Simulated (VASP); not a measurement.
A run of VASP 6.6.1 is set up as follows.

File INCAR:

```
SYSTEM = H4C
ALGO = Normal
EDIFF = 1E-6
ENCUT = 520
GGA = PS
ISIF = 2
ISMEAR = -1
LASPH = .True.
LCHARG = .True.
LELF = .True.
LREAL = Auto
LVHAR = .True.
LWAVE = .False.
NBANDS = 58
NELM = 100
PREC = Accurate
SIGMA = 0.05
```

KPOINTS

```
k-points
0
Gamma
  1 1 1
  0 0 0
```

POSCAR

```
H4C
1.0
    7.9581140000      0.0000000000      0.0000000000
    0.0000000000      7.9581140000      0.0000000000
    0.0000000000      0.0000000000      7.9581140000
C H
8 32
Direct
    0.1528754175      0.7576166916      0.2676387898
    0.4422781579      0.1867527909      0.7789157079
    1.0417417996      0.2256187835      1.1620215544
    0.5751990987      0.1430112713      0.2805187259
    0.4349774331      0.7019376702      0.8936539487
    0.5414096858      0.5050191540      0.4802017161
    1.0314755481      0.6993365513      0.7987570924
    1.1500212236      0.3755035427      0.5950656148
    0.1268767952      0.6837926675      0.3821257147
    0.2300419421      0.7213015546      0.1666977879
    0.1855841723      0.8841919078      0.3191836659
    0.0079541459      0.7645404426      0.2366766799
    0.5324628423      0.1976975952      0.8798441440
    0.4158899960      0.3256801800      0.7431409000
    0.3324782731      0.1332979146      0.8547251271
    0.4829536244      0.1027504758      0.6692037837
    0.9668748148      0.2257947046      1.0571223282
    1.0720253568      0.0901595529      1.1866002422
    0.9592850768      0.2849795818      1.2790970323
    1.1493426709      0.3079247168      1.1779801094
    0.5222971171      0.1367032440      0.4030854547
    0.5474538314      0.0357873737      0.2014798984
    0.7131589218      0.1570346944      0.2742860934
    0.5164288926      0.2652889868      0.2322535214
    0.4094563109      0.7817555768      0.7834519586
    0.5393111986      0.6136127228      0.8726062482
    0.3143960994      0.6622046379      0.9007410550
    0.4617425687      0.7928888679      0.9879602127
    0.5624699521      0.5767195594      0.3588538691
    0.5045165224      0.6099937749      0.5681119924
    0.6625187827      0.4373021045      0.5431186334
    0.4297123665      0.4307176298      0.4994776401
    0.9270286905      0.6683744415      0.7145160273
    1.1412251697      0.6426648324      0.7545883359
    0.9953363322      0.6403652926      0.9206452685
    1.0664084480      0.8400231512      0.8295307154
    1.2273511035      0.3288090620      0.4759293471
    1.1021455586      0.2901566879      0.6849487203
    1.0251298235      0.4003712437      0.5055217857
    1.2161172861      0.4723983597      0.6605459535
```

Potentials or basis: VASP PAW PBE potentials, release 64 (C, H).

Launch:

```bash
$ cat potpaw_PBE.64/C/POTCAR potpaw_PBE.64/H/POTCAR > POTCAR
$ mpirun -np 1 vasp_gam > vasp.out
```

**Question.** Predict the band gap on the k mesh.

**Answer.** 5.98 eV, direct.

**Question.** What does it give for the pressure?

**Answer.** -0.4 GPa.

**Question.** Predict the largest force.

**Answer.** 5.645 eV/Å.

Forces in eV/Å, atoms in the order of the input:
```
C   -3.960  1.692  2.174
C   -1.120  0.628  0.007
C   -0.368  0.068  5.117
C    0.220  1.819 -1.466
C    2.410  1.538 -1.598
C    2.005  1.301  1.766
C   -1.112  2.031  2.016
C   -1.775 -0.511 -5.334
H    1.243 -0.710 -0.210
H    0.817 -0.896 -0.849
H    0.036 -0.417 -0.468
H    1.901  0.303 -0.526
H    1.077 -0.216  0.120
H    0.159 -1.918  0.117
H    0.517  0.387 -1.188
H   -0.425  0.946  1.210
H   -1.252  0.693 -2.513
H   -0.006  0.796  0.255
H    1.062 -1.538 -2.046
H    0.537  0.053 -0.957
H   -0.029 -0.567  1.199
H   -0.550 -0.334 -0.225
H   -0.234  0.115  0.502
H    0.586 -1.192 -0.101
H    0.894  0.135 -0.497
H   -0.462 -0.019  0.058
H   -2.846 -2.116  1.151
H    0.347  0.509  1.143
H   -0.115 -1.241  0.610
H    0.674 -0.259 -0.173
H   -2.056  1.225 -1.454
H   -0.133 -0.749 -0.928
H   -0.004  0.712 -0.291
H    1.266 -0.689 -0.624
H    0.311  0.171 -0.242
H   -1.018 -1.765 -0.767
H   -0.679 -0.112  2.430
H    0.047 -1.537  0.656
H    2.003  0.714  2.112
H    0.032  0.945 -0.186
```

Caveat: the PAW data sets were made with another functional, which shifts forces and pressure a little. PBEsol gaps usually lie below the measured ones, often by a third to a half.
